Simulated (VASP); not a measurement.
# K (Im-3m): thermal expansion

Wanted: volume, bulk modulus and heat capacity of K against temperature. The start is a cell from a database of measured crystal structures.

Method: PBEsol; plane waves and PAW (K_sv), in VASP 6.6.1.

The database entry behind the starting cell lists a temperature near 5 K, so it need not match the best structure at ambient conditions.

### Step 1. Set-up

The structure is cubic, space group Im-3m (No. 229). Conventional cell: a = 5.225 Å, b = 5.225 Å, c = 5.225 Å, α = 90.00°, β = 90.00°, γ = 90.00°. K has 8 K at 4.52 Å nearest.

Structure file:

```cif
data_structure
_symmetry_space_group_name_H-M 'Im-3m'
_symmetry_Int_Tables_number 229
_cell_length_a 5.2250
_cell_length_b 5.2250
_cell_length_c 5.2250
_cell_angle_alpha 90.000
_cell_angle_beta 90.000
_cell_angle_gamma 90.000
_cell_volume 142.65
loop_
_atom_site_label
_atom_site_type_symbol
_atom_site_symmetry_multiplicity
_atom_site_Wyckoff_symbol
_atom_site_fract_x
_atom_site_fract_y
_atom_site_fract_z
_atom_site_occupancy
K1 K 2 a 0.00000 0.00000 0.00000 1
```

### Step 2. Relaxation

The series of volumes is laid round the static minimum, so the cell is relaxed first.

The input, INCAR:

```
SYSTEM = K
PREC = Accurate
ENCUT = 400
EDIFF = 1E-07
NELM = 100
ISMEAR = 0
SIGMA = 0.05
LREAL = .FALSE.
ALGO = Normal
GGA = PS
NBANDS = 10
LORBIT = 11
LWAVE = .FALSE.
LCHARG = .FALSE.
KPAR = 12
IBRION = 2
NSW = 50
ISIF = 3
EDIFFG = -0.003
```

The input, POSCAR:

```
K
1.0
   -2.6125000000      2.6125000000      2.6125000000
    2.6125000000     -2.6125000000      2.6125000000
    2.6125000000      2.6125000000     -2.6125000000
K
1
Direct
    0.0000000000      0.0000000000      0.0000000000
```

The input, KPOINTS:

```
Automatic mesh
0
Gamma
9 9 9
0 0 0
```

The projector-augmented-wave data sets are K_sv (PBE family, release 64).

Command:

```bash
$ mpirun -np 12 vasp_std
```

Log:

```text
[banner, memory and clock lines left out]
running   12 mpi-ranks, on    1 nodes
 distrk:  each k-point on    1 cores,   12 groups
 distr:  one band on    1 cores,    1 groups

 POSCAR found type information on POSCAR K
 POSCAR found :  1 types and       1 ions
|                                                                             |
|           W    W    AA    RRRRR   N    N  II  N    N   GGGG   !!!           |
|           W    W   A  A   R    R  NN   N  II  NN   N  G    G  !!!           |
|           W    W  A    A  R    R  N N  N  II  N N  N  G       !!!           |
|           W WW W  AAAAAA  RRRRR   N  N N  II  N  N N  G  GGG   !            |
|           WW  WW  A    A  R   R   N   NN  II  N   NN  G    G                |
|           W    W  A    A  R    R  N    N  II  N    N   GGGG   !!!           |
|                                                                             |
|     For optimal performance we recommend to set                             |
|       NCORE = 2 up to number-of-cores-per-socket                            |
|     NCORE specifies how many cores store one orbital (NPAR=cpu/NCORE).      |
|     This setting can greatly improve the performance of VASP for DFT.       |
|     The default, NCORE=1 might be grossly inefficient on modern             |
|     multi-core architectures or massively parallel machines. Do your        |
|     Unfortunately you need to use the default for GW and RPA                |
|     calculations (for HF NCORE is supported but not extensively tested      |
|     yet).                                                                   |
|                                                                             |

|                                                                             |
|               ----> ADVICE to this user running VASP <----                  |
|                                                                             |
|     You enforced a specific xc type in the INCAR file but a different       |
|     [... a line on the potential file left out ...]
|     I HOPE YOU KNOW WHAT YOU ARE DOING!                                     |
|                                                                             |

 LDA part: xc-table for (Slater+PW92), standard interpolation
 POSCAR, INCAR and KPOINTS ok, starting setup
 FFT: planning ... GRIDC
 FFT: planning ... GRID_SOFT
 FFT: planning ... GRID
 WAVECAR not read
 entering main loop
       N       E                     dE             d eps       ncg     rms          rms(c)
DAV:   1     0.396380566167E+02    0.39638E+02   -0.32206E+03   700   0.571E+02
DAV:   2     0.680302621033E-01   -0.39570E+02   -0.39182E+02   772   0.174E+02
DAV:   3    -0.108092874014E+01   -0.11490E+01   -0.11469E+01  1032   0.248E+01
DAV:   4    -0.113801301218E+01   -0.57084E-01   -0.57032E-01   988   0.443E+00
DAV:   5    -0.113925946781E+01   -0.12465E-02   -0.12464E-02  1066   0.509E-01    0.203E+00
DAV:   6    -0.113727272550E+01    0.19867E-02   -0.37818E-03  1040   0.414E-01    0.132E+00
DAV:   7    -0.113680144744E+01    0.47128E-03   -0.60679E-03  1030   0.491E-01    0.912E-02
DAV:   8    -0.113681181187E+01   -0.10364E-04   -0.44493E-04   968   0.224E-01    0.295E-02
DAV:   9    -0.113682844749E+01   -0.16636E-04   -0.20992E-05   926   0.418E-02    0.177E-02
DAV:  10    -0.113682682995E+01    0.16175E-05   -0.96140E-06  1044   0.239E-02    0.337E-03
DAV:  11    -0.113682651214E+01    0.31781E-06   -0.14385E-07   866   0.284E-03    0.710E-04
DAV:  12    -0.113682644049E+01    0.71654E-07   -0.84606E-09   492   0.650E-04
   1 F= -.11368264E+01 E0= -.11363665E+01  d E =-.113683E+01
 curvature:   0.00 expect dE= 0.000E+00 dE for cont linesearch  0.000E+00
 trial: gam= 0.00000 g(F)=  0.216E-61 g(S)=  0.336E-04 ort = 0.000E+00 (trialstep = 0.100E+01)
 search vector abs. value=  0.336E-04
 bond charge predicted
       N       E                     dE             d eps       ncg     rms          rms(c)
DAV:   1    -0.113714932606E+01   -0.32281E-03   -0.81368E-03   760   0.885E-01    0.135E-01
DAV:   2    -0.113692425067E+01    0.22508E-03   -0.75099E-04   860   0.263E-01    0.512E-02
DAV:   3    -0.113684503206E+01    0.79219E-04   -0.25759E-04  1020   0.124E-01    0.426E-02
DAV:   4    -0.113685242589E+01   -0.73938E-05   -0.23475E-05  1098   0.306E-02    0.135E-02
DAV:   5    -0.113685539825E+01   -0.29724E-05   -0.13639E-05  1066   0.201E-02    0.347E-03
DAV:   6    -0.113685590058E+01   -0.50234E-06   -0.17827E-07   842   0.314E-03    0.100E-03
DAV:   7    -0.113685599532E+01   -0.94732E-07   -0.10435E-08   436   0.853E-04
   2 F= -.11368560E+01 E0= -.11363961E+01  d E =-.295548E-04
 trial-energy change:   -0.000030  1 .order   -0.000029   -0.000034   -0.000025
 step:   3.9422(harm=  3.9422)  dis= 0.00000  next Energy=    -1.136893 (dE=-0.662E-04)
 bond charge predicted
       N       E                     dE             d eps       ncg     rms          rms(c)
DAV:   1    -0.113946232885E+01   -0.26064E-02   -0.70921E-02   748   0.261E+00    0.393E-01
DAV:   2    -0.113749699371E+01    0.19653E-02   -0.65224E-03   842   0.780E-01    0.150E-01
DAV:   3    -0.113682102041E+01    0.67597E-03   -0.22854E-03  1014   0.369E-01    0.125E-01
DAV:   4    -0.113687681935E+01   -0.55799E-04   -0.20040E-04  1084   0.943E-02    0.379E-02
DAV:   5    -0.113689341523E+01   -0.16596E-04   -0.11451E-04  1062   0.590E-02    0.106E-02
DAV:   6    -0.113689561888E+01   -0.22036E-05   -0.15575E-06   940   0.908E-03    0.284E-03
DAV:   7    -0.113689581358E+01   -0.19470E-06   -0.90508E-08   690   0.237E-03    0.413E-04
DAV:   8    -0.113689585892E+01   -0.45340E-07   -0.20528E-08   402   0.103E-03
   3 F= -.11368959E+01 E0= -.11364359E+01  d E =-.694184E-04
 curvature:  -1.97 expect dE=-0.157E-06 dE for cont linesearch -0.157E-06
 trial: gam=-0.04632 g(F)=  0.315E-61 g(S)=  0.796E-07 ort = 0.163E-05 (trialstep = 0.159E+01)
 search vector abs. value=  0.289E-09
 reached required accuracy - stopping structural energy minimisation
```

Run time: 4 s. Hardware: 12 MPI ranks of Intel Xeon 6975P-C (Granite Rapids), shared host; peak memory 2.1 GiB; 41 s of CPU time.

The logs omit lines about the potential files and the build; timing stands in the text.

Parts of OUTCAR (step 2):

```text
ion  position               nearest neighbor table
   1  0.000  0.000  0.000-

  LATTYP: Found a body centered cubic cell.
 ALAT       =     5.2250000000

 Subroutine GETGRP returns: Found 48 space group operations
 (whereof 48 operations were pure point group operations)

The static configuration has the point symmetry O_h .

 Found     35 irreducible k-points:

   k-points           NKPTS =     35   k-points in BZ     NKDIM =     35   number of bands    NBANDS=     10

   dimension x,y,z NGX =    30 NGY =   30 NGZ =   30
   dimension x,y,z NGXF=    60 NGYF=   60 NGZF=   60

   ENCUT  =  400.0 eV  29.40 Ry    5.42 a.u.   7.38  7.38  7.38*2*pi/ulx,y,z

   NELECT =       9.0000    total number of electrons

 k-points in reciprocal lattice and weights: Automatic mesh
   0.00000000  0.00000000  0.00000000       0.001
   0.11111111  0.00000000  0.00000000       0.016
   0.22222222  0.00000000  0.00000000       0.016
   0.33333333  0.00000000  0.00000000       0.016
   0.44444444  0.00000000  0.00000000       0.016
   0.11111111  0.11111111  0.00000000       0.033
   0.22222222  0.11111111  0.00000000       0.066
   0.33333333  0.11111111  0.00000000       0.066
   0.44444444  0.11111111  0.00000000       0.033
[...]
-0.44444444 -0.44444444  0.33333333       0.011
  -0.44444444  0.44444444  0.44444444       0.008

 average (electrostatic) potential at core
       1 -39.2650

 E-fermi :  -0.1005

 k-point     1 :       0.0000    0.0000    0.0000
  band No.  band energies     occupation
      1     -32.0509      2.00000
      2     -15.5572      2.00000
      3     -15.5572      2.00000
      4     -15.5572      2.00000
      5      -2.2969      2.00000
      6       4.2525      0.00000
      7       4.2525      0.00000
      8       4.2525      0.00000
      9       5.1978      0.00000
     10       5.1978      0.00000

 k-point     2 :       0.1111    0.0000    0.0000
  band No.  band energies     occupation
      1     -32.0503      2.00000
      2     -15.5666      2.00000
      3     -15.5603      2.00000
      4     -15.5572      2.00000
      5      -2.1387      2.00000
      6       3.9956      0.00000
      7       4.0561      0.00000
      8       4.3809      0.00000
      9       4.9768      0.00000
     10       5.1608      0.00000

 k-point     3 :       0.2222    0.0000    0.0000
  band No.  band energies     occupation
      1     -32.0488      2.00000
      2     -15.5902      2.00000
      3     -15.5681      2.00000
      4     -15.5571      2.00000
      5      -1.6773      2.00000
      6       3.1357      0.00000
      7       3.6607      0.00000
      8       4.7597      0.00000
      9       4.9855      0.00000
     10       5.1396      0.00000

  Total       -0.0007416     -0.0007416     -0.0007416      0.0000000      0.0000000      0.0000000
  in kB       -0.0168051     -0.0168051     -0.0168051      0.0000000      0.0000000      0.0000000
  external PRESSURE =      -0.0168051 kB  Pullay stress =       0.0000000 kB

  energy-cutoff  :      400.00
  volume of cell :       70.70
      direct lattice vectors                 reciprocal lattice vectors
    -2.604931895  2.604931895  2.604931895     0.000000000  0.191943598  0.191943598
     2.604931895 -2.604931895  2.604931895     0.191943598  0.000000000  0.191943598
     2.604931895  2.604931895 -2.604931895     0.191943598  0.191943598  0.000000000

 POSITION                                       TOTAL-FORCE (eV/Angst)
 -----------------------------------------------------------------------------------
      0.00000     -0.00000      0.00000         0.000000      0.000000      0.000000
 -----------------------------------------------------------------------------------
    total drift:                               -0.000000     -0.000000      0.000000

  FREE ENERGIE OF THE ION-ELECTRON SYSTEM (eV)
  ---------------------------------------------------
  free  energy   TOTEN  =        -1.1368958589 eV

  energy  without entropy=       -1.1359758752  energy(sigma->0) =       -1.13643587

 reached required accuracy - stopping structural energy minimisation

 total charge
# of ion       s       p       d       tot
------------------------------------------
    1        1.980   5.544   0.005   7.529

[... 3 further parts left out ...]
```

CONTCAR:

```
K
   1.00000000000000
    -2.6049318952885838    2.6049318952885838    2.6049318952885838
     2.6049318952885838   -2.6049318952885838    2.6049318952885838
     2.6049318952885838    2.6049318952885838   -2.6049318952885838
  K
     1
Direct
     0.0000000000000000    0.0000000000000000    0.0000000000000000
```

This run has no spin polarisation. Its electron count is odd, so without a moment it is a metal by construction. The k-mesh is coarse for a metal. The PAW data sets were made with PBE, which is usual practice but a small mismatch for other functionals. The run keeps the 48 symmetry operations of its start, so it cannot find a distortion of lower symmetry.

The steps of the relaxation:

| step | energy less that of the first step (eV) | largest force (eV/Å) | pressure (GPa) | volume (Å³) |
| --- | --- | --- | --- | --- |
| 1 | 0.0000 | 0.0000 | -0.03 | 71.32 |
| 2 | 0.0000 | 0.0000 | -0.03 | 71.17 |
| 3 | -0.0001 | 0.0000 | 0.00 | 70.70 |

| conventional cell, symmetrised | before | after | change |
| --- | --- | --- | --- |
| a (Å) | 5.225 | 5.210 | -0.3 % |
| b (Å) | 5.225 | 5.210 | -0.3 % |
| c (Å) | 5.225 | 5.210 | -0.3 % |
| volume (Å³/atom) | 71.32 | 70.70 | -0.9 % |

Final coordinates:

```cif
data_structure
_symmetry_space_group_name_H-M 'P 1'
_symmetry_Int_Tables_number 1
_cell_length_a 4.5119
_cell_length_b 4.5119
_cell_length_c 4.5119
_cell_angle_alpha 109.471
_cell_angle_beta 109.471
_cell_angle_gamma 109.471
_cell_volume 70.70
loop_
_atom_site_label
_atom_site_type_symbol
_atom_site_fract_x
_atom_site_fract_y
_atom_site_fract_z
_atom_site_occupancy
K1 K 0.00000 0.00000 0.00000 1
```

This step gave:

| Quantity | Value |
| --- | --- |
| SCF cycles | 27 |
| electrons | 9 |
| bands | 10 |
| irreducible k-points | 35 |
| symmetry operations | 48 |
| free energy (TOTEN) | -1.137 eV |
| energy at zero smearing | -1.136 eV |
| Fermi energy | -0.1005 eV |
| pressure | -0.001681 GPa |
| metallic | yes |

### Step 3. Second relaxation

A second run rebuilds the plane-wave basis for the relaxed cell; where the first run showed a metal, it also takes Methfessel-Paxton smearing.

Changes to INCAR since step 2:

```diff
@@ -5,4 +5,4 @@
 NELM = 100
-ISMEAR = 0
-SIGMA = 0.05
+ISMEAR = 1
+SIGMA = 0.15
 LREAL = .FALSE.
```

The input, POSCAR:

```
K
1.0
   -2.6049318953      2.6049318953      2.6049318953
    2.6049318953     -2.6049318953      2.6049318953
    2.6049318953      2.6049318953     -2.6049318953
K
1
Direct
    0.0000000000      0.0000000000      0.0000000000
```

KPOINTS is that of step 2.

Command:

```bash
$ mpirun -np 12 vasp_std
```

Log:

```text
[banner, memory and clock lines left out]
running   12 mpi-ranks, on    1 nodes
 distrk:  each k-point on    1 cores,   12 groups
 distr:  one band on    1 cores,    1 groups

 POSCAR found type information on POSCAR K
 POSCAR found :  1 types and       1 ions
 [... a notice as in an earlier step ...]

 [... a notice as in an earlier step ...]

 LDA part: xc-table for (Slater+PW92), standard interpolation
 POSCAR, INCAR and KPOINTS ok, starting setup
 FFT: planning ... GRIDC
 FFT: planning ... GRID_SOFT
 FFT: planning ... GRID
 WAVECAR not read
 entering main loop
       N       E                     dE             d eps       ncg     rms          rms(c)
DAV:   1     0.357619076554E+02    0.35762E+02   -0.32338E+03   700   0.565E+02
DAV:   2     0.821916573693E-02   -0.35754E+02   -0.35347E+02   774   0.171E+02
DAV:   3    -0.110839012255E+01   -0.11166E+01   -0.11153E+01  1088   0.232E+01
DAV:   4    -0.113773441459E+01   -0.29344E-01   -0.29337E-01   912   0.344E+00
DAV:   5    -0.113907800610E+01   -0.13436E-02   -0.13435E-02  1062   0.451E-01    0.205E+00
DAV:   6    -0.113702466122E+01    0.20533E-02   -0.36303E-03  1010   0.413E-01    0.133E+00
DAV:   7    -0.113654312407E+01    0.48154E-03   -0.63279E-03  1016   0.498E-01    0.926E-02
DAV:   8    -0.113654385949E+01   -0.73542E-06   -0.48634E-04   920   0.237E-01    0.251E-02
DAV:   9    -0.113655882607E+01   -0.14967E-04   -0.23443E-05   916   0.380E-02    0.117E-02
DAV:  10    -0.113655805960E+01    0.76647E-06   -0.35497E-06  1026   0.148E-02    0.270E-03
DAV:  11    -0.113655781557E+01    0.24404E-06   -0.10539E-07   812   0.296E-03    0.156E-04
DAV:  12    -0.113655780071E+01    0.14854E-07   -0.24434E-09   478   0.341E-04
   1 F= -.11365578E+01 E0= -.11365615E+01  d E =-.113656E+01
 curvature:   0.00 expect dE= 0.000E+00 dE for cont linesearch  0.000E+00
 trial: gam= 0.00000 g(F)=  0.141E-62 g(S)=  0.419E-06 ort = 0.000E+00 (trialstep = 0.100E+01)
 search vector abs. value=  0.420E-06
 reached required accuracy - stopping structural energy minimisation
```

It took 2.2 s on 12 MPI ranks; peak memory 1.9 GiB.

OUTCAR, selected parts (step 3):

```text
  LATTYP: Found a body centered cubic cell.
 ALAT       =     5.2098637906

The static configuration has the point symmetry O_h .

 Found     35 irreducible k-points:

   ENCUT  =  400.0 eV  29.40 Ry    5.42 a.u.   7.36  7.36  7.36*2*pi/ulx,y,z

   NELECT =       9.0000    total number of electrons

 E-fermi :  -0.0717

 k-point     1 :       0.0000    0.0000    0.0000
  band No.  band energies     occupation
      1     -32.0508      2.00000
      2     -15.5571      2.00000
      3     -15.5571      2.00000
      4     -15.5571      2.00000
      5      -2.2969      2.00000
      6       4.2525      0.00000
      7       4.2525      0.00000
      8       4.2525      0.00000
      9       5.1979      0.00000
     10       5.1979      0.00000

 k-point     2 :       0.1111    0.0000    0.0000
  band No.  band energies     occupation
      1     -32.0502      2.00000
      2     -15.5665      2.00000
      3     -15.5602      2.00000
      4     -15.5571      2.00000
      5      -2.1386      2.00000
      6       3.9956      0.00000
      7       4.0561      0.00000
      8       4.3810      0.00000
      9       4.9769      0.00000
     10       5.1609      0.00000

  Total       -0.0017024     -0.0017024     -0.0017024      0.0000000      0.0000000      0.0000000
  in kB       -0.0385765     -0.0385765     -0.0385765      0.0000000      0.0000000      0.0000000
  external PRESSURE =      -0.0385765 kB  Pullay stress =       0.0000000 kB

 POSITION                                       TOTAL-FORCE (eV/Angst)
 -----------------------------------------------------------------------------------
      0.00000      0.00000      0.00000        -0.000000     -0.000000     -0.000000
 -----------------------------------------------------------------------------------
    total drift:                               -0.000000     -0.000000      0.000000

  FREE ENERGIE OF THE ION-ELECTRON SYSTEM (eV)
  ---------------------------------------------------
  free  energy   TOTEN  =        -1.1365578007 eV

  energy  without entropy=       -1.1365688260  energy(sigma->0) =       -1.13656148

[... 8 parts as in an earlier step ...]

[... 5 further parts left out ...]
```

Little changed from the start: no atom moved by 0.005 Å and no cell edge by 0.1 %.

This step gave:

- SCF cycles: 12
- Fermi energy: -0.0717 eV
- pressure: -0.003858 GPa

[end of part 1 of 5]

[Lines on the potential files, build, host, timing and source positions are cut from VASP's logs without a mark.]

[Logs are printed without paths, hosts, clocks, repeated set-up lines and the standing remarks that a program may print on its own settings, such as how far it seeks lower states.]

[Hosts, paths, dates, database ids (printed as entryN), source tags and the programs' standing remarks are cut or masked in the printed files.]

[In band tables of VASP the shares of atoms and orbitals are scaled to a sum of 1 inside the atoms' spheres.]
